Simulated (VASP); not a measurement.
Input for VASP

**KPOINTS**
```
Regular mesh
0
gamma
  6 6 6
```

**INCAR**
```
! general
SYSTEM  = AgI
PREC    = Accurate
ENCUT   = 520
LREAL   = .FALSE.
LASPH   = .TRUE.

! electronic loop
EDIFF   = 1E-6
NELM    = 100
ALGO    = Normal
LMAXMIX = 4

! smearing
ISMEAR  = 0
SIGMA   = 0.05

! functional
GGA     = 91

! ions
IBRION  = 2
NSW     = 60
ISIF    = 3
EDIFFG  = -0.01

! output
LWAVE   = .FALSE.
LCHARG  = .FALSE.
```

### POSCAR
```
AgI
1.0
  0.0000000000   3.3096006221   3.3096006221
  3.3096006221   0.0000000000   3.3096006221
  3.3096006221   3.3096006221   0.0000000000
Ag I
1 1
Cartesian
  0.0000000000   0.0000000000   0.0000000000
  1.6548003111   1.6548003111   1.6548003111
```

POTCAR, in this order: Ag I (PBE.64 set). Program: vasp_std.

Write an equivalent input for Quantum ESPRESSO's pw.x.

One equivalent input (not run):
```
&CONTROL
  calculation = 'vc-relax'
  pseudo_dir = './pseudo'
  outdir = './out'
  tprnfor = .true.
  tstress = .true.
  nstep = 60
  forc_conv_thr = 0.00039
/
&SYSTEM
  ibrav = 0
  nat = 2
  ntyp = 2
  ecutwfc = 82
  occupations = 'smearing'
  smearing = 'gaussian'
  degauss = 0.003675
  input_dft = 'pw91'
/
&ELECTRONS
  conv_thr = 7.3e-08
  electron_maxstep = 100
/
&IONS
/
&CELL
/
ATOMIC_SPECIES
  Ag 107.868 Ag.upf
  I 126.904 I.upf
CELL_PARAMETERS angstrom
     0.0000000    3.3096006    3.3096006
     3.3096006    0.0000000    3.3096006
     3.3096006    3.3096006    0.0000000
ATOMIC_POSITIONS crystal
  Ag   0.0000000  0.0000000  0.0000000
  I    0.2500000  0.2500000  0.2500000
K_POINTS automatic
  6 6 6 0 0 0
```
The two are equivalent in intent, not identical: the potentials are each code's own (VASP's PAW set, PseudoDojo norm-conserving files in pw.x), so ENCUT and ecutwfc are chosen apart and not converted; conv_thr bounds pw.x's estimated SCF error, while EDIFF bounds the energy change between steps; forc_conv_thr acts on force components and is met together with etot_conv_thr.

The compound is AgI in the zinc blende structure, whereas wurtzite is the usual form. It was relaxed first, which changed the volume by +6 %. The start is the result of an earlier pass.
